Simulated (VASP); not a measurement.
# GW on SiO2 (Stishovite), part 4 of 4

Wanted: how far GW moves the Kohn-Sham levels of SiO2 (Stishovite). The cell is of the rutile type, one of the forms listed for this formula. The start is a cell from a database of measured crystal structures.

VASP 6.6.1, plane waves and PAW; the level of theory is named at each step.

So far, quasiparticle gap on the mesh (eV): step 4 (evGW0) 8.93.

## Step 8: G0W0

This step: G0W0 on HSE06; plane waves and PAW (Si_GW, O_GW) (VASP 6.6.1).

G0W0 keeps orbitals and screening fixed and shifts each of the lowest NBANDSGW levels once.

File INCAR:

```
SYSTEM = SiO2
PREC = Accurate
ENCUT = 440
ISMEAR = 0
SIGMA = 0.01
LREAL = .FALSE.
LHFCALC = .TRUE.
AEXX = 0.25
GGA = PE
HFSCREEN = 0.2
LASPH = .TRUE.
NBANDS = 304
PRECFOCK = Fast
ALGO = EVGW0
NELMGW = 1
ENCUTGW = 200
NOMEGA = 48
NBANDSGW = 24
LWAVE = .FALSE.
LCHARG = .FALSE.
```

File POSCAR:

```
SiO2
1.0
    4.1773000000      0.0000000000      0.0000000000
    0.0000000000      4.1773000000      0.0000000000
    0.0000000000      0.0000000000      2.6652000000
Si O
2 4
Direct
    0.0000000000      0.0000000000      0.0000000000
    0.5000000000      0.5000000000      0.5000000000
    0.3059000000      0.3059000000      0.0000000000
    0.1941000000      0.8059000000      0.5000000000
    0.6941000000      0.6941000000      0.0000000000
    0.8059000000      0.1941000000      0.5000000000
```

File KPOINTS:

```
Automatic mesh
0
Gamma
4 4 6
0 0 0
```

The projector-augmented-wave data sets are Si_GW and O_GW (PBE family, release 64).

The run starts from files that an earlier step left in the folder.

On the command line:

```sh
$ mpirun -np 8 vasp_std
```

Log:

```text
[banner, memory and clock lines left out]
running    8 mpi-ranks, on    1 nodes
 distrk:  each k-point on    8 cores,    1 groups
 distr:  one band on    1 cores,    8 groups

 POSCAR found type information on POSCAR SiO
 POSCAR found :  2 types and       6 ions
 [... a notice as in an earlier step ...]

 [... a notice as in an earlier step ...]

 LDA part: xc-table for (Slater+PW92), standard interpolation
 found WAVECAR, reading the header
 POSCAR, INCAR and KPOINTS ok, starting setup
 FFT: planning ... GRIDC
 FFT: planning ... GRID_SOFT
 FFT: planning ... GRID
 reading WAVECAR
 the WAVECAR file was read successfully
 initial charge from wavefunction
 available memory per node:     76.94 GB, setting MAXMEM to     78789

 The Fermi energy was updated, please check that it is located mid-gap
 values below the HOMO (VB) or above the LUMO (CB) will cause erroneous energies
 E-fermi :  10.4216

 calculate exact exchange contribution
 the WAVEDER file was read successfully
energies w=
    0.000    0.000    1.051    0.000    2.098    0.000    3.137    0.000
    4.163    0.000    5.175    0.000    6.171    0.000    7.148    0.000
    8.108    0.000    9.050    0.000    9.975    0.000   10.885    0.000
   11.782    0.000   12.668    0.000   13.546    0.000   14.419    0.000
   15.291    0.000   16.165    0.000   17.044    0.000   17.933    0.000
   18.836    0.000   19.759    0.000   20.705    0.000   21.683    0.000
   22.698    0.000   23.758    0.000   24.872    0.000   26.051    0.000
   27.306    0.000   28.655    0.000   30.112    0.000   31.702    0.000
   33.452    0.000   35.394    0.000   37.576    0.000   40.051    0.000
   42.896    0.000   46.211    0.000   50.136    0.000   54.867    0.000
   60.693    0.000   68.052    0.000   77.644    0.000   90.664    0.000
  109.323    0.000  138.229    0.000  188.840    0.000  299.740    0.000
 responsefunction array rank=     312
 LDA part: xc-table for (Slater+PW92), standard interpolation

 min. memory requirement per mpi rank    289.9 MB, per node   2319.6 MB

 allocating   6 responsefunctions rank=   312
 shmem allocating  48 responsefunctions rank=   312
 response function shared by NCSHMEM nodes    1
 Doing            6  frequencies on each core in blocks of           48
NQ=   1    0.0000    0.0000    0.0000,
|.........|.........|.........|.........|.........|.........|.........|.........
 performed       1234000 updates of chi_q(r,r)
 total number of BLAS operations        931.14 Gflops
NQ=   2    0.2500    0.0000    0.0000,
|.........|.........|.........|.........|.........|.........|.........|.........
 performed       3169000 updates of chi_q(r,r)
 total number of BLAS operations       2251.27 Gflops
NQ=   3    0.5000    0.0000    0.0000,
|.........|.........|.........|.........|.........|.........|.........|.........
 performed       4637000 updates of chi_q(r,r)
 total number of BLAS operations       3239.22 Gflops
NQ=   4    0.2500    0.2500    0.0000,
|.........|.........|.........|.........|.........|.........|.........|.........
 performed       6251000 updates of chi_q(r,r)
 total number of BLAS operations       4332.85 Gflops
NQ=   5    0.5000    0.2500    0.0000,
|.........|.........|.........|.........|.........|.........|.........|.........
 performed       8186000 updates of chi_q(r,r)
 total number of BLAS operations       5707.79 Gflops
NQ=   6    0.5000    0.5000    0.0000,
|.........|.........|.........|.........|.........|.........|.........|.........
 performed       9420000 updates of chi_q(r,r)
 total number of BLAS operations       6645.00 Gflops
NQ=   7    0.0000    0.0000    0.1667,
|.........|.........|.........|.........|.........|.........|.........|.........
 performed      10946000 updates of chi_q(r,r)
 total number of BLAS operations       7672.22 Gflops
NQ=   8    0.2500    0.0000    0.1667,
|.........|.........|.........|.........|.........|.........|.........|.........
 performed      13231000 updates of chi_q(r,r)
 total number of BLAS operations       9306.88 Gflops
NQ=   9    0.5000    0.0000    0.1667,
|.........|.........|.........|.........|.........|.........|.........|.........
 performed      15166000 updates of chi_q(r,r)
 total number of BLAS operations      10681.82 Gflops
NQ=  10    0.2500    0.2500    0.1667,
|.........|.........|.........|.........|.........|.........|.........|.........
 performed      17218000 updates of chi_q(r,r)
 total number of BLAS operations      12169.20 Gflops
NQ=  11    0.5000    0.2500    0.1667,
|.........|.........|.........|.........|.........|.........|.........|.........
 performed      19503000 updates of chi_q(r,r)
 total number of BLAS operations      13792.94 Gflops
NQ=  12    0.5000    0.5000    0.1667,
|.........|.........|.........|.........|.........|.........|.........|.........
 performed      21029000 updates of chi_q(r,r)
 total number of BLAS operations      14892.22 Gflops
NQ=  13    0.0000    0.0000    0.3333,
|.........|.........|.........|.........|.........|.........|.........|.........
 performed      22555000 updates of chi_q(r,r)
 total number of BLAS operations      15976.90 Gflops
NQ=  14    0.2500    0.0000    0.3333,
|.........|.........|.........|.........|.........|.........|.........|.........
 performed      24840000 updates of chi_q(r,r)
 total number of BLAS operations      17611.56 Gflops
NQ=  15    0.5000    0.0000    0.3333,
|.........|.........|.........|.........|.........|.........|.........|.........
 performed      26775000 updates of chi_q(r,r)
 total number of BLAS operations      19061.31 Gflops
NQ=  16    0.2500    0.2500    0.3333,
|.........|.........|.........|.........|.........|.........|.........|.........
 performed      28827000 updates of chi_q(r,r)
 total number of BLAS operations      20548.69 Gflops
NQ=  17    0.5000    0.2500    0.3333,
|.........|.........|.........|.........|.........|.........|.........|.........
 performed      31112000 updates of chi_q(r,r)
 total number of BLAS operations      22238.47 Gflops
NQ=  18    0.5000    0.5000    0.3333,
|.........|.........|.........|.........|.........|.........|.........|.........
 performed      32638000 updates of chi_q(r,r)
 total number of BLAS operations      23367.27 Gflops
NQ=  19    0.0000    0.0000    0.5000,
|.........|.........|.........|.........|.........|.........|.........|.........
 performed      33872000 updates of chi_q(r,r)
 total number of BLAS operations      24221.21 Gflops
NQ=  20    0.2500    0.0000    0.5000,
|.........|.........|.........|.........|.........|.........|.........|.........
 performed      35807000 updates of chi_q(r,r)
 total number of BLAS operations      25614.67 Gflops
NQ=  21    0.5000    0.0000    0.5000,
|.........|.........|.........|.........|.........|.........|.........|.........
 performed      37275000 updates of chi_q(r,r)
 total number of BLAS operations      26758.21 Gflops
NQ=  22    0.2500    0.2500    0.5000,
|.........|.........|.........|.........|.........|.........|.........|.........
 performed      38889000 updates of chi_q(r,r)
 total number of BLAS operations      27874.50 Gflops
NQ=  23    0.5000    0.2500    0.5000,
|.........|.........|.........|.........|.........|.........|.........|.........
 performed      40824000 updates of chi_q(r,r)
 total number of BLAS operations      29343.27 Gflops
NQ=  24    0.5000    0.5000    0.5000,
|.........|.........|.........|.........|.........|.........|.........|.........
 performed      42058000 updates of chi_q(r,r)
 total number of BLAS operations      30256.30 Gflops
 resolving degeneracies of screened two electron integrals

 calculate QP shifts <psi_nk| G(iteration)W_0 |psi_nk>: iteration 1
 entering main loop
```

Wall time 3.9 min (8 MPI ranks of Intel Xeon 6975P-C (Granite Rapids), shared host); peak memory 3.4 GiB.

Parts of OUTCAR (step 8):

```text
   NELECT =      32.0000    total number of electrons

 E-fermi :  10.4216

 QP shifts <psi_nk| G(iteration)W_0 |psi_nk>: iteration 1
 for sc-GW calculations column KS-energies equals QP-energies in previous step
 and V_xc(KS)=  KS-energies - (<T + V_ion + V_H > + <T+V_H+V_ion>^1  + <V_x>^1)
 k-point   1 :       0.0000    0.0000    0.0000
  band No.  KS-energies  QP-energies   sigma(KS)   V_xc(KS)     V^pw_x(r,r')   Z            occupation Imag(sigma)
    ...
     13       4.1379       3.4942     -22.1792     -21.4112     -25.5933       0.8382       2.0000       0.0943
     14       5.7241       5.2198     -22.8013     -22.1970     -26.6059       0.8345       2.0000       0.0993
     15       5.7241       5.2198     -22.8013     -22.1970     -26.6059       0.8345       2.0000       0.0993
     16       6.5450       6.0838     -22.9957     -22.4412     -27.0816       0.8317       2.0000       0.1033
     17      14.2981      15.3933     -13.7514     -15.0220      -9.6630       0.8620       0.0000      -0.0583
     18      15.3075      16.1414     -10.0764     -11.0281      -5.8072       0.8762       0.0000      -0.0723
     19      17.2060      18.1074     -11.2006     -12.2384      -6.7852       0.8687       0.0000      -0.0749
     20      17.2060      18.1074     -11.2006     -12.2384      -6.7852       0.8687       0.0000      -0.0749
    ...

 k-point   2 :       0.2500    0.0000    0.0000
  band No.  KS-energies  QP-energies   sigma(KS)   V_xc(KS)     V^pw_x(r,r')   Z            occupation Imag(sigma)
    ...
     13       4.1742       3.5429     -22.2921     -21.5387     -25.7384       0.8379       2.0000       0.0947
     14       4.4450       3.8337     -21.9672     -21.2317     -25.8555       0.8310       2.0000       0.1033
     15       5.6008       5.0847     -22.7172     -22.0979     -26.5651       0.8332       2.0000       0.1001
     16       6.0717       5.5673     -22.6285     -22.0214     -26.6829       0.8309       2.0000       0.1027
     17      15.2106      16.3584     -13.9310     -15.2667      -9.8159       0.8593       0.0000      -0.0618
     18      15.8721      16.7533     -10.4508     -11.4605      -6.1365       0.8727       0.0000      -0.0730
     19      17.3961      18.3209     -11.4083     -12.4755      -6.9644       0.8666       0.0000      -0.0756
     20      17.4068      18.2739     -11.1289     -12.1264      -6.7734       0.8693       0.0000      -0.0739
    ...

[... 9 parts as in an earlier step ...]

[... 7 further parts left out ...]
```

This step gave:

```
quasiparticle gap on the mesh                 : 9.309 eV
smallest direct quasiparticle gap on the mesh : 9.309 eV
gap of the starting orbitals on the mesh      : 7.753 eV
```

GW takes the gap from 7.753 to 9.309 eV. That is +819 meV against the one-shot pass on PBE. The value holds for 304 bands, ENCUTGW = 200 eV and this mesh, and isn't shown to be converged in them.

## Step 9: Summary

This step: GW series: evGW0 on PBE, G0W0 on HSE06; plane waves and PAW (VASP 6.6.1).

No new run; the numbers come from the runs before.

Cost is wall time times ranks on a shared host, with the step that makes the empty bands. GW runs:

```csv
level,bands,ENCUTGW (eV),NOMEGA,k mesh,starting gap (eV),quasiparticle gap (eV),direct gap (eV),cost (core minutes)
evGW0 on PBE,304,200,48,4x4x6,5.613,8.932,8.932,124.7
G0W0 on HSE06,304,200,48,4x4x6,7.753,9.309,9.309,116.3
```

## Step 10: Results

| Item | Value |
| --- | --- |
| evGW0 on PBE, 304 bands, ENCUTGW 200 eV, NOMEGA 48, mesh 4×4×6 | 5.613 → 8.932 eV |
| G0W0 on HSE06, 304 bands, ENCUTGW 200 eV, NOMEGA 48, mesh 4×4×6 | 7.753 → 9.309 eV |

In words: evGW0 gives a quasiparticle gap of 8.932 eV on the mesh, 3.32 eV over the PBE gap on the same mesh. On mesh and path the starting valence top lies at Γ and the conduction bottom at Γ, so the starting gap is direct. Both points lie on the GW mesh. Over the final values of the levels run here the gap spans 8.93 to 9.31 eV. In evGW0 the first pass, which is the one-shot result, gives 8.491 eV and pass 4 gives 8.932 eV; the last pass changed the gap by +8 meV, so the loop is converged. One-shot gaps: 8.491 eV from PBE and 9.309 eV from HSE06. The starting gaps span 2.14 eV and the one-shot gaps 0.82 eV. Bands, response cutoff and mesh weren't tested for convergence. The given cell is kept, although it stands at +6.1 GPa at PBE and ENCUT = 440 eV, which holds the mismatch of the given cell with this functional and any basis-set error. Not tabulated here, as repeats of values shown or as unfit to read for their mesh, reference level or band range: eps2 curves (empty bands); eps1 curves and static values (empty bands); gaps (empty bands).

[Lines on the potential files, build, host, timing and source positions are cut from VASP's logs without a mark.]

[Logs are printed without paths, hosts, clocks, repeated set-up lines and the standing remarks that a program may print on its own settings, such as how far it seeks lower states.]

[Hosts, paths, dates, database ids (printed as entryN), source tags and the programs' standing remarks are cut or masked in the printed files.]

[Pressures printed for these runs are not shown converged in the cutoff: they can be off by several GPa and have the wrong sign.]
